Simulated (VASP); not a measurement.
Consider the following.

```yaml
crystal:
  lattice:
    - [0.00000, 3.03176, 3.03176]
    - [3.03176, 0.00000, 3.03176]
    - [3.03176, 3.03176, 0.00000]
  atoms:
    - { symbol: Al, position: [0.25000, 0.25000, 0.25000] }
    - { symbol: Al, position: [0.75000, 0.75000, 0.75000] }
    - { symbol: Au, position: [0.00000, 0.00000, 0.00000] }
```

Computed with PW91 GGA, VASP's PBE PAW potentials (set 64) (plane waves; VASP). Run with 520 eV cut-off, Gaussian smearing of 0.050 eV, potentials Al Au.

Unless said otherwise, spin-orbit coupling is left out, though it shifts the bands of the heavy elements here.

Question: Predict the band gap (along the path) with the smallest direct gap where there is one.

Answer: 
```
Quantity                                                      Value
-------------------------  ----------------------------------------
band gap (along the path)  none (metal, semimetal or under 0.01 eV)
```

The absolute energy has meaning only against runs of the same code, potentials and settings.

The compound is AuAl2 in the fluorite structure. It was relaxed first. The electron count is odd and the run is not spin-polarised, which forces a metal.
